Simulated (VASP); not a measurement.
```yaml
crystal:
  lattice:
    - [0.00000, 3.06066, 3.06066]
    - [3.06066, 0.00000, 3.06066]
    - [3.06066, 3.06066, 0.00000]
  atoms:
    - { symbol: Cd, position: [0.00000, 0.00000, 0.00000] }
    - { symbol: Se, position: [0.25000, 0.25000, 0.25000] }
```

The numbers are results of PBE GGA with D3 dispersion (zero damping), VASP's PBE PAW potentials (set 64) (plane waves; VASP), not measurements. Run with 520 eV cut-off, 7×7×7 Γ-centred mesh, Gaussian smearing of 0.050 eV, potentials Cd Se.

**Question.** Predict the energy per atom (σ→0), band gap (on the k-mesh) with the smallest direct gap where there is one.

**Answer.** 
- band gap (on the k-mesh): 0.57 eV
- smallest direct gap (on the k-mesh): 0.57 eV
- energy per atom (σ→0): -3.004 eV/atom

Total energies compare only between runs with the same potentials, cut-off and functional.

The compound is CdSe in the zinc blende structure, whereas wurtzite is the usual form. It was relaxed first. The start is the result of an earlier pass.
